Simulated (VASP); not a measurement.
Computed with PW91 GGA, VASP's PBE PAW potentials (set 64) (plane waves; VASP).

VASP input:

### INCAR
```
! general
SYSTEM  = PbSe
PREC    = Accurate
ENCUT   = 520
LREAL   = .FALSE.   ! projection in real space or not
LASPH   = .TRUE.   ! aspherical one-centre terms

! electronic loop
EDIFF   = 1E-7   ! SCF stop (eV)
NELM    = 100
ALGO    = Normal   ! blocked Davidson
LMAXMIX = 4

! smearing
ISMEAR  = 0   ! Gaussian
SIGMA   = 0.05

! functional
GGA     = 91   ! PW91

! ions
ISIF    = 2   ! forces and stress, cell fixed

! output
LWAVE   = .FALSE.
LCHARG  = .FALSE.
```

**POSCAR**
```
PbSe
1
    0.0000000000     3.1372911941     3.1372911941
    3.1372911941     0.0000000000     3.1372911941
    3.1372911941     3.1372911941     0.0000000000
Pb Se
1 1
Direct
  0.0000000000   0.0000000000   0.0000000000
  0.5000000000   0.5000000000   0.5000000000
```

**KPOINTS**
```
Automatic mesh
0
Gamma
7 7 7
0 0 0
```

POTCAR, in this order: Pb_d Se (PBE.64 set). Program: vasp_std.

Question: What will the output report for the number of irreducible k-points (NKPTS), largest plane-wave count, number of space-group operations, FFT grid (NGX, NGY, NGZ)?

Answer: 
- number of irreducible k-points (NKPTS): 20
- largest plane-wave count: 1687
- number of space-group operations: 48
- FFT grid (NGX, NGY, NGZ): 36 × 36 × 36

The compound is PbSe in the rock salt structure. This cell is one point of a volume scan, at 1.03 of the reference volume.
